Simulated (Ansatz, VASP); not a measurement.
# BiN: VASP beside Ansatz

```
CELL_PARAMETERS angstrom
3.41068 0.00000 0.00000
-1.70534 2.95374 0.00000
0.00000 0.00000 3.22961
ATOMIC_POSITIONS crystal
Bi 0.00000 0.00000 0.00000
N 0.66667 0.33333 0.50000
```

Alike in both runs: functional PBE; k mesh 12 × 12 × 10; occupations gaussian, width 0.05 eV; no spin polarisation.

Ansatz relaxed the structure, and its values are those at the end. VASP's run is a single point on that final structure, the one shown.

|  | VASP | Ansatz |
| --- | --- | --- |
| version | VASP 6.6.1 | Ansatz 0.2.0 |
| potentials or method | VASP PAW PBE potentials, release 64 (Bi_d, N) | scalar-relativistic, plane waves, PAW |
| plane-wave cutoff (eV) | 520 | 420 |
| valence electrons in the cell | 20 | 20 |

```csv
,VASP,Ansatz,Ansatz less VASP
gap on the k mesh at the Fermi level (eV),none,none,-
pressure (GPa),6.8,6.8,-0.01
```

A gap of «none» marks a metal or a gap that the smearing closes.

Caveats: spin-orbit coupling is left out, which moves the levels of the heavy elements.
